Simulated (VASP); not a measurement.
VASP input:

KPOINTS:
```
Automatic mesh
0
Gamma
11 11 11
0 0 0
```

**INCAR**
```
SYSTEM = LaSe
PREC = Accurate
ENCUT = 400
EDIFF = 1E-7
NELM = 100
ALGO = Normal
LREAL = .FALSE.
LASPH = .TRUE.
ISMEAR = -5
GGA = PS
LMAXMIX = 6
LWAVE = .FALSE.
LCHARG = .TRUE.
LORBIT = 11
NEDOS = 601
ISIF = 2
```

POSCAR:
```
LaSe
1
    0.0000000000     3.3405460241     3.3405460241
    3.3405460241     0.0000000000     3.3405460241
    3.3405460241     3.3405460241     0.0000000000
La Se
1 1
Direct
  0.0000000000   0.0000000000   0.0000000000
  0.2500000000   0.2500000000   0.2500000000
```

POTCAR, in this order: La Se (PBE.64 set). Program: vasp_std.

Task: Translate this PBEsol calculation to Quantum ESPRESSO's pw.x.

Result: One equivalent input (not run):
```
&CONTROL
  calculation = 'scf'
  pseudo_dir = './pseudo'
  outdir = './out'
  tprnfor = .true.
  tstress = .true.
/
&SYSTEM
  ibrav = 0
  nat = 2
  ntyp = 2
  ecutwfc = 110
  occupations = 'tetrahedra'
  input_dft = 'pbesol'
/
&ELECTRONS
  conv_thr = 7.3e-09
  electron_maxstep = 100
/
ATOMIC_SPECIES
  La 138.905 La.upf
  Se 78.971 Se.upf
CELL_PARAMETERS angstrom
     0.0000000    3.3405460    3.3405460
     3.3405460    0.0000000    3.3405460
     3.3405460    3.3405460    0.0000000
ATOMIC_POSITIONS crystal
  La   0.0000000  0.0000000  0.0000000
  Se   0.2500000  0.2500000  0.2500000
K_POINTS automatic
  11 11 11 0 0 0
```
Limits of the translation: the potentials are each code's own (VASP's PAW set, PseudoDojo norm-conserving files in pw.x), so ENCUT and ecutwfc are chosen apart and not converted; conv_thr bounds pw.x's estimated SCF error, while EDIFF bounds the energy change between steps.

The structure was generated: LaSe was put into the zinc blende type (F-43m), which need not be its known phase. It was relaxed first, which changed the volume by -31 %.
